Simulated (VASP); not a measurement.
Output of a VASP run:

OUTCAR:
```
 ion  position               nearest neighbor table
   1  0.000  0.000  0.000-
  LATTYP: Found a face centered cubic cell.
 ALAT       =     4.0800000000
 Subroutine PRICEL returns:
 Original cell was already a primitive cell.
 Subroutine GETGRP returns: Found 48 space group operations
The static configuration has the point symmetry O_h .
The dynamic configuration has the point symmetry O_h .
 Subroutine INISYM returns: Found 48 space group operations
 Subroutine IBZKPT returns following result:
 Found    104 irreducible k-points:

 Following reciprocal coordinates:
            Coordinates               Weight
  0.000000  0.000000  0.000000      1.000000
  0.071429  0.000000  0.000000      8.000000
  0.142857  0.000000  0.000000      8.000000
  0.214286  0.000000  0.000000      8.000000
  0.285714  0.000000  0.000000      8.000000
  0.357143  0.000000  0.000000      8.000000
  0.428571  0.000000  0.000000      8.000000
  0.500000  0.000000  0.000000      4.000000
  0.071429  0.071429  0.000000      6.000000
  0.142857  0.071429  0.000000     24.000000
  0.214286  0.071429  0.000000     24.000000
  0.285714  0.071429  0.000000     24.000000
  0.357143  0.071429  0.000000     24.000000
  0.428571  0.071429  0.000000     24.000000
  0.500000  0.071429  0.000000     24.000000
 -0.428571  0.071429  0.000000     24.000000
 -0.357143  0.071429  0.000000     24.000000
 -0.285714  0.071429  0.000000     24.000000
 -0.214286  0.071429  0.000000     24.000000
 -0.142857  0.071429  0.000000     24.000000
 -0.071429  0.071429  0.000000     12.000000
  0.142857  0.142857  0.000000      6.000000
  0.214286  0.142857  0.000000     24.000000
  0.285714  0.142857  0.000000     24.000000
  0.357143  0.142857  0.000000     24.000000
  0.428571  0.142857  0.000000     24.000000
  0.500000  0.142857  0.000000     24.000000
 -0.428571  0.142857  0.000000     24.000000
 -0.357143  0.142857  0.000000     24.000000
 -0.285714  0.142857  0.000000     24.000000
 -0.214286  0.142857  0.000000     24.000000
 -0.142857  0.142857  0.000000     12.000000
  0.214286  0.214286  0.000000      6.000000
  0.285714  0.214286  0.000000     24.000000
  0.357143  0.214286  0.000000     24.000000
  0.428571  0.214286  0.000000     24.000000
  0.500000  0.214286  0.000000     24.000000
 -0.428571  0.214286  0.000000     24.000000
 -0.357143  0.214286  0.000000     24.000000
 -0.285714  0.214286  0.000000     24.000000
   k-points           NKPTS =    104   k-points in BZ     NKDIM =    104   number of bands    NBANDS=      9
   number of dos      NEDOS =    301   number of ions     NIONS =      1
   total plane-waves  NPLWV =  13824
   dimension x,y,z NGX =    24 NGY =   24 NGZ =   24
   dimension x,y,z NGXF=    48 NGYF=   48 NGZF=   48
   ions per type =               1
   PREC   = accura    normal or accurate (medium, high low for compatibility)
   ISTART =      0    job   : 0-new  1-cont  2-samecut
   ICHARG =      2    charge: 1-file 2-atom 10-const
   ISPIN  =      1    spin polarized calculation?
   LNONCOLLINEAR =      F non collinear calculations
   LSORBIT =      F    spin-orbit coupling
   INIWAV =      1    electr: 0-lowe 1-rand  2-diag
   ENCUT  =  520.0 eV  38.22 Ry    6.18 a.u.   5.36  5.36  5.36*2*pi/ulx,y,z
   NELM   =    100;   NELMIN=  2; NELMDL= -5     # of ELM steps
   EDIFF  = 0.1E-05   stopping-criterion for ELM
   LREAL  =      F    real-space projection
   NLSPLINE    = F    spline interpolate recip. space projectors
   LMAXMIX     =    6 max onsite mixed and CHGCAR
   VOSKOWN=      0    Vosko Wilk Nusair interpolation
   EDIFFG = -.1E-01   stopping-criterion for IOM
   NSW    =     60    number of steps for IOM
   NBLOCK =      1;   KBLOCK =     60    inner block; outer block
   IBRION =      2    ionic relax: 0-MD 1-quasi-New 2-CG
   NFREE  =      1    steps in history (QN), initial steepest desc. (CG)
...
```

File OSZICAR:
```
       N       E                     dE             d eps       ncg     rms          rms(c)
DAV:   1     0.428374648761E+02    0.42837E+02   -0.59790E+03  2081   0.110E+03
DAV:   2    -0.255006125736E+01   -0.45388E+02   -0.42892E+02  1939   0.198E+02
DAV:   3    -0.291956492763E+01   -0.36950E+00   -0.36916E+00  2221   0.190E+01
DAV:   4    -0.292060750606E+01   -0.10426E-02   -0.10426E-02  2126   0.103E+00
DAV:   5    -0.292061405105E+01   -0.65450E-05   -0.65451E-05  2164   0.792E-02    0.948E+00
DAV:   6    -0.270803486246E+01    0.21258E+00   -0.65929E-01  1904   0.809E+00    0.605E+00
DAV:   7    -0.268982815486E+01    0.18207E-01   -0.81384E-02  2000   0.283E+00    0.269E+00
DAV:   8    -0.268796789931E+01    0.18603E-02   -0.23561E-03  1991   0.485E-01    0.223E-01
DAV:   9    -0.268795848746E+01    0.94118E-05   -0.72000E-06  2101   0.308E-02    0.170E-02
DAV:  10    -0.268796606588E+01   -0.75784E-05   -0.41366E-06  2052   0.271E-02    0.177E-03
DAV:  11    -0.268796599490E+01    0.70978E-07   -0.45340E-08   975   0.207E-03
   1 F= -.26879660E+01 E0= -.26881152E+01  d E =-.268797E+01
       N       E                     dE             d eps       ncg     rms          rms(c)
DAV:   1    -0.653894141371E+01   -0.38510E+01   -0.83569E+01  1898   0.103E+02    0.169E+01
DAV:   2    -0.290431388160E+01    0.36346E+01   -0.10242E+01  1877   0.317E+01    0.735E+00
DAV:   3    -0.267527089376E+01    0.22904E+00   -0.94439E-01  1920   0.898E+00    0.608E+00
DAV:   4    -0.266959037030E+01    0.56805E-02   -0.16777E-02  1977   0.115E+00    0.169E+00
DAV:   5    -0.266863739318E+01    0.95298E-03   -0.94405E-03  2065   0.706E-01    0.216E-02
DAV:   6    -0.266871604340E+01   -0.78650E-04   -0.97526E-05  2057   0.102E-01    0.134E-02
DAV:   7    -0.266872493161E+01   -0.88882E-05   -0.56505E-06  2150   0.244E-02    0.917E-03
DAV:   8    -0.266872485420E+01    0.77407E-07   -0.73605E-08   965   0.231E-03
   2 F= -.26687249E+01 E0= -.26687135E+01  d E =0.192411E-01
       N       E                     dE             d eps       ncg     rms          rms(c)
DAV:   1    -0.410312756104E+01   -0.14344E+01   -0.27216E+01  1913   0.568E+01    0.712E+00
DAV:   2    -0.277119494897E+01    0.13319E+01   -0.50150E+00  1888   0.209E+01    0.164E+00
DAV:   3    -0.273112248449E+01    0.40072E-01   -0.21286E-01  1950   0.410E+00    0.135E+00
DAV:   4    -0.273234107950E+01   -0.12186E-02   -0.71171E-03  2011   0.758E-01    0.190E-01
DAV:   5    -0.273267870390E+01   -0.33762E-03   -0.36062E-04  2262   0.140E-01    0.451E-02
DAV:   6    -0.273270123978E+01   -0.22536E-04   -0.81920E-06  2074   0.322E-02    0.527E-03
DAV:   7    -0.273270112206E+01    0.11772E-06   -0.25968E-07  1006   0.508E-03
   3 F= -.27327011E+01 E0= -.27328081E+01  d E =-.447351E-01
       N       E                     dE             d eps       ncg     rms          rms(c)
DAV:   1    -0.273313175429E+01   -0.43051E-03   -0.80648E-03  1900   0.999E-01    0.122E-01
DAV:   2    -0.273274709717E+01    0.38466E-03   -0.13486E-03  1888   0.352E-01    0.458E-02
DAV:   3    -0.273273399737E+01    0.13100E-04   -0.66813E-05  1931   0.740E-02    0.356E-02
DAV:   4    -0.273273569752E+01   -0.17001E-05   -0.27918E-06  2004   0.149E-02    0.105E-03
DAV:   5    -0.273273570032E+01   -0.27960E-08   -0.52044E-08   936   0.226E-03
   4 F= -.27327357E+01 E0= -.27328536E+01  d E =-.447697E-01
```

**OUTCAR**
```
------------------------ aborting loop because EDIFF is reached ----------------------------------------
  FORCE on cell =-STRESS in cart. coord.  units (eV):
  Direction    XX          YY          ZZ          XY          YZ          ZX
  --------------------------------------------------------------------------------------
  Total       -0.0073230     -0.0073230     -0.0073230     -0.0000000      0.0000000     -0.0000000
  in kB       -0.6406972     -0.6406972     -0.6406972     -0.0000000      0.0000000     -0.0000000
  external PRESSURE =      -0.6406972 kB  Pullay stress =       0.0000000 kB
  volume of cell :       18.31
      direct lattice vectors                 reciprocal lattice vectors
     0.000000000  2.092051875  2.092051875    -0.238999810  0.238999810  0.238999810
     2.092051875  0.000000000  2.092051875     0.238999810 -0.238999810  0.238999810
     2.092051875  2.092051875  0.000000000     0.238999810  0.238999810 -0.238999810
 POSITION                                       TOTAL-FORCE (eV/Angst)
 -----------------------------------------------------------------------------------
      0.00000      0.00000      0.00000         0.000000      0.000000      0.000000
 -----------------------------------------------------------------------------------
    total drift:                               -0.000000      0.000000     -0.000000
  FREE ENERGIE OF THE ION-ELECTRON SYSTEM (eV)
  ---------------------------------------------------
  free  energy   TOTEN  =        -2.7327357003 eV

  energy  without entropy=       -2.7330893787  energy(sigma->0) =       -2.73285359

 reached required accuracy - stopping structural energy minimisation
```
(Selected blocks of OUTCAR.)

**POSCAR**
```
Au
1
    0.0000000000     2.0400000000     2.0400000000
    2.0400000000     0.0000000000     2.0400000000
    2.0400000000     2.0400000000     0.0000000000
Au
1
Direct
  0.0000000000   0.0000000000   0.0000000000
```

Write an INCAR and KPOINTS that could have produced this output.

Several could match; the one computed here: the input of the run itself, revPBE GGA, plane waves, VASP's PBE PAW potentials (set 64).

**INCAR**
```
SYSTEM = Au
PREC = Accurate
ENCUT = 520
EDIFF = 1E-6
NELM = 100
ALGO = Normal
LREAL = .FALSE.
LASPH = .TRUE.
ISMEAR = 1
SIGMA = 0.1
GGA = RE
LMAXMIX = 6
LWAVE = .FALSE.
LCHARG = .FALSE.
IBRION = 2
ISIF = 3
NSW = 60
EDIFFG = -0.01
```

KPOINTS:
```
Automatic mesh
0
gamma
14 14 14
0 0 0
```

POTCAR, in this order: Au (PBE.64 set). Program: vasp_std.

Energy and stress use the plane-wave basis of the starting cell.

The compound is Au in the fcc structure. This run relaxes it. Symmetry was kept, so distortions that lower it aren't found.
